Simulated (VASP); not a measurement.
Consider the following.

```xyz
2
Lattice="0.0000 2.3536 2.3536 2.3536 0.0000 2.3536 2.3536 2.3536 0.0000" Properties=species:S:1:pos:R:3 pbc="T T T"
Cd     0.0000     0.0000     0.0000
O      2.3536     2.3536     2.3536
```

These are PBEsol GGA with spin-orbit coupling, VASP's PBE PAW potentials (set 64) (plane waves; VASP) values and carry that method's errors. Settings: 520 eV cut-off, 12×12×12 Γ-centred mesh, Gaussian smearing of 0.050 eV, potentials Cd O.

**Question.** Give the energies of bands 7 to 20 at the high-symmetry points, in eV from the Fermi level.

**Answer.** 
```json
[
 {"band": "7", "Γ": "-6.44", "X": "-6.15", "U": "-6.56", "L": "-7.17", "W": "-6.66"},
 {"band": "8", "Γ": "-6.44", "X": "-6.15", "U": "-6.56", "L": "-7.17", "W": "-6.66"},
 {"band": "9", "Γ": "-6.23", "X": "-5.75", "U": "-6.07", "L": "-6.15", "W": "-6.11"},
 {"band": "10", "Γ": "-6.23", "X": "-5.75", "U": "-6.07", "L": "-6.15", "W": "-6.11"},
 {"band": "11", "Γ": "-6.23", "X": "-5.51", "U": "-5.82", "L": "-6.05", "W": "-5.60"},
 {"band": "12", "Γ": "-6.23", "X": "-5.51", "U": "-5.82", "L": "-6.05", "W": "-5.60"},
 {"band": "13", "Γ": "-1.44", "X": "-4.44", "U": "-3.48", "L": "-3.86", "W": "-3.09"},
 {"band": "14", "Γ": "-1.44", "X": "-4.44", "U": "-3.48", "L": "-3.86", "W": "-3.09"},
 {"band": "15", "Γ": "-1.38", "X": "-2.42", "U": "-2.95", "L": "-0.07", "W": "-3.06"},
 {"band": "16", "Γ": "-1.38", "X": "-2.42", "U": "-2.95", "L": "-0.07", "W": "-3.06"},
 {"band": "17", "Γ": "-1.38", "X": "-2.35", "U": "-1.32", "L": "-0.04", "W": "-1.94"},
 {"band": "18", "Γ": "-1.38", "X": "-2.35", "U": "-1.32", "L": "-0.04", "W": "-1.94"},
 {"band": "19", "Γ": "-0.60", "X": "3.69", "U": "5.24", "L": "4.22", "W": "5.83"},
 {"band": "20", "Γ": "-0.60", "X": "3.69", "U": "5.24", "L": "4.22", "W": "5.83"}
]
```

It has no gap at this level: it comes out as a metal or semimetal.

The compound is CdO in the rock salt structure. It was relaxed first.
